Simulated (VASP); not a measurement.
Computed with optB86b-vdW, VASP's PBE PAW potentials (set 64) (plane waves; VASP).

VASP input:

**INCAR**
```
PREC = Accurate
ISIF = 4   ! ions and shape, fixed volume
LWAVE = .FALSE.
SIGMA = 0.05   ! width (eV)
ISMEAR = 0
EDIFF = 1E-7   ! SCF stop (eV)
LREAL = .FALSE.   ! projection in real space or not
NSW = 30
AGGAC = 0.0
LUSE_VDW = .TRUE.
SYSTEM = SnSe2
NELM = 100   ! most electronic steps
LCHARG = .FALSE.
ALGO = Normal
ENCUT = 520
EDIFFG = -0.01   ! ionic stop
GGA = MK
PARAM1 = 0.1234
IBRION = 2   ! conjugate gradients
LMAXMIX = 4
PARAM2 = 1.0
LASPH = .TRUE.
```

File KPOINTS:
```
Regular mesh
0
G
  7 7 4
0 0 0
```

**POSCAR**
```
SnSe2
1.0
  1.9475035212  -3.3731752680   0.0000000000
  1.9475035212   3.3731752680   0.0000000000
  0.0000000000   0.0000000000   6.2355828807
Sn Se
1 2
Direct
  0.0000000000   1.0000000000   0.0000000000
  0.3333330000   0.6666670000   0.2586295722
  0.6666670000   0.3333330000   0.7413704278
```

POTCAR, in this order: Sn_d Se (PBE.64 set). Program: vasp_std.

Predict the energy per atom (σ→0).

```
Item                           Result
---------------------  --------------
energy per atom (σ→0)  -1.879 eV/atom
```

### OSZICAR
```
...
       N       E                     dE             d eps       ncg     rms          rms(c)
DAV:   1    -0.563686928018E+01   -0.36991E-05   -0.22078E-03   952   0.213E-01    0.129E-02
DAV:   2    -0.563687831958E+01   -0.90394E-05   -0.10378E-04  1198   0.514E-02    0.402E-03
DAV:   3    -0.563687834741E+01   -0.27824E-07   -0.11458E-06  1085   0.757E-03    0.286E-03
DAV:   4    -0.563687853314E+01   -0.18573E-06   -0.26079E-07   990   0.314E-03    0.118E-03
DAV:   5    -0.563687871031E+01   -0.17717E-06   -0.49908E-08   511   0.156E-03    0.342E-04
DAV:   6    -0.563687873409E+01   -0.23780E-07   -0.72371E-09   489   0.103E-03
   8 F= -.56368787E+01 E0= -.56368787E+01  d E =-.131719E-04
```

The compound is SnSe2 in the 1T layered structure. This cell is one point of a volume scan, at 1.03 of the reference volume. Symmetry was kept, so distortions that lower it aren't found.
